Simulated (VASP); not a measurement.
Output of a VASP run:

**OSZICAR**
```
       N       E                     dE             d eps       ncg     rms          rms(c)
DAV:   1     0.323259191593E+03    0.32326E+03   -0.14059E+04   528   0.977E+02
DAV:   2     0.172307666742E+02   -0.30603E+03   -0.30147E+03   682   0.280E+02
DAV:   3    -0.155420094465E+02   -0.32773E+02   -0.32658E+02   598   0.104E+02
DAV:   4    -0.166013590618E+02   -0.10593E+01   -0.10568E+01   664   0.263E+01
DAV:   5    -0.166313334128E+02   -0.29974E-01   -0.29964E-01   638   0.316E+00    0.377E+00
DAV:   6    -0.159333279218E+02    0.69801E+00   -0.12888E+00   814   0.105E+01    0.214E+00
DAV:   7    -0.158673157952E+02    0.66012E-01   -0.55953E-01   780   0.389E+00    0.104E+00
DAV:   8    -0.158785431008E+02   -0.11227E-01   -0.72431E-02   646   0.214E+00    0.201E-01
DAV:   9    -0.158773868487E+02    0.11563E-02   -0.11536E-02   740   0.774E-01    0.112E-01
DAV:  10    -0.158778558649E+02   -0.46902E-03   -0.12535E-03   596   0.193E-01    0.427E-02
DAV:  11    -0.158779401534E+02   -0.84288E-04   -0.19734E-04   590   0.101E-01    0.955E-03
DAV:  12    -0.158779383829E+02    0.17705E-05   -0.38614E-05   758   0.593E-02    0.465E-03
DAV:  13    -0.158779387597E+02   -0.37677E-06   -0.40682E-06   626   0.121E-02
   1 F= -.15877939E+02 E0= -.15877939E+02  d E =-.174186E-36
```

File OUTCAR:
```
------------------------ aborting loop because EDIFF is reached ----------------------------------------
  FORCE on cell =-STRESS in cart. coord.  units (eV):
  Direction    XX          YY          ZZ          XY          YZ          ZX
  --------------------------------------------------------------------------------------
  Total       -1.2425903     -1.2425903     -1.2425903      0.0000000      0.0000000     -0.0000000
  in kB       -8.8030534     -8.8030534     -8.8030534      0.0000000      0.0000000     -0.0000000
  external PRESSURE =      -8.8030534 kB  Pullay stress =       0.0000000 kB
  volume of cell :      226.15
      direct lattice vectors                 reciprocal lattice vectors
     6.092587000  0.000000000  0.000000000     0.164133889  0.000000000  0.000000000
     0.000000000  6.092587000  0.000000000     0.000000000  0.164133889  0.000000000
     0.000000000  0.000000000  6.092587000     0.000000000  0.000000000  0.164133889
 POSITION                                       TOTAL-FORCE (eV/Angst)
 -----------------------------------------------------------------------------------
      0.00000      0.00000      0.00000         0.000000      0.000000      0.000000
      3.04629      3.04629      3.04629         0.000000      0.000000      0.000000
      3.04629      3.04629      0.00000         0.000000      0.000000      0.000000
      0.00000      3.04629      3.04629         0.000000      0.000000      0.000000
      3.04629      0.00000      3.04629         0.000000      0.000000      0.000000
 -----------------------------------------------------------------------------------
    total drift:                                0.000000      0.000000      0.000000
  FREE ENERGIE OF THE ION-ELECTRON SYSTEM (eV)
  ---------------------------------------------------
  free  energy   TOTEN  =       -15.8779387597 eV

  energy  without entropy=      -15.8779387597  energy(sigma->0) =      -15.87793876
```
(Selected blocks of OUTCAR.)

File POSCAR:
```
CsPbBr3
1
    6.0925870000     0.0000000000     0.0000000000
    0.0000000000     6.0925870000     0.0000000000
    0.0000000000     0.0000000000     6.0925870000
Cs Pb Br
1 1 3
Direct
  0.0000000000   0.0000000000   0.0000000000
  0.5000000000   0.5000000000   0.5000000000
  0.5000000000   0.5000000000   0.0000000000
  0.0000000000   0.5000000000   0.5000000000
  0.5000000000   0.0000000000   0.5000000000
```

Write an INCAR and KPOINTS that could have produced this output.

This is not unique; one that fits is the input of the run itself, PBE GGA, plane waves, VASP's PBE PAW potentials (set 64).

**KPOINTS**
```
Automatic mesh
0
Gamma
5 5 5
0 0 0
```

**INCAR**
```
SYSTEM = CsPbBr3
PREC = Accurate
ENCUT = 300
EDIFF = 1E-6
NELM = 100
ALGO = Normal
LREAL = .FALSE.
LASPH = .TRUE.
ISMEAR = 0
SIGMA = 0.01
GGA = PE
LMAXMIX = 4
LWAVE = .FALSE.
LCHARG = .FALSE.
ISIF = 2
```

POTCAR, in this order: Cs_sv Pb_d Br (PBE.64 set). Program: vasp_std.

At this cut-off the stress carries a Pulay error, which pulls relaxed volumes low.

The structure comes from a computed database's CsPbBr3 entry; how it stands against other phases isn't given here. The cell was not relaxed at this level.
